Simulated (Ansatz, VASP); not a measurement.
# One calculation of Lu3Si, two programs

```
Lu Si
1.0
    -2.19457    2.19457    4.95772
     2.19457   -2.19457    4.95772
     2.19457    2.19457   -4.95772
Lu Si
3 1
Direct
  0.50000 0.50000 0.00000
  0.25000 0.75000 0.50000
  0.75000 0.25000 0.50000
  0.00000 0.00000 0.00000
```

The cell comes from a database or a generator and needn't be the stable form of this composition.

Alike in both runs: task single point; functional PBE; k mesh 9 × 9 × 9; occupations fermi-dirac, width 0.05 eV; no spin polarisation.

|  | VASP | Ansatz |
| --- | --- | --- |
| version | VASP 6.6.1 | Ansatz 0.2.0 |
| potentials or method | VASP PAW PBE potentials, release 64 (Lu, Si) | Ansatz PAW |
| plane-wave cutoff (eV) | 520 | 420 |
| valence electrons in the cell | 79 | 79 |

Ansatz gave:

- gap on the k mesh at the Fermi level (eV): none
- pressure (GPa): -0.7
- largest component of the traceless stress (GPa): 0.19

Q: Estimate VASP's values.

A: gap on the k mesh at the Fermi level (eV): none; pressure (GPa): -0.5; largest component of the traceless stress (GPa): 0.18.

A gap of «none» marks a metal or a gap that the smearing closes. With one functional, cell and mesh, what is left measures potentials, basis and numerics.

Spin-orbit coupling is left out, which matters for the levels of Lu.
